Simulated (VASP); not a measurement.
Given:

```
WC
1.0
    1.45263    -2.54099     0.00000
    1.45263     2.54099     0.00000
    0.00000     0.00000     2.76869
W C
1 1
Direct
  0.00000   0.00000   0.00000
  0.35888   0.69221   0.50000
```
Cell charge +0.02.

Method: PBE GGA, VASP's PBE PAW potentials (set 64) (plane waves; VASP). Numerical set-up: NELECT = 17.98, 520 eV cut-off, 13×13×12 Γ-centred mesh, Gaussian smearing of 0.050 eV, potentials W_sv C.

The cell is charged, with a uniform compensating background.

Problem. Give the force on each atom (eV/Å).

Solution. 
| atom | Fx | Fy | Fz |
|---|---|---|---|
| W1 | 1.273 | -0.116 | 0.000 |
| C2 | -1.273 | 0.116 | 0.000 |

Problem. Give the stress tensor in GPa (positive for a compressed cell).

Solution. 
```
 8.18  -3.98   0.00
-3.98   2.73   0.00
 0.00   0.00  29.35
```
The pressure is its mean diagonal, 13.42 GPa.

The compound is WC in the wc structure. The cell was not relaxed at this level, atoms are displaced from their ideal sites. The run is one of a series of settings (ISMEAR = 0, NELECT = 17.98, SIGMA = 0.05 against the base run), some of them coarse on purpose.
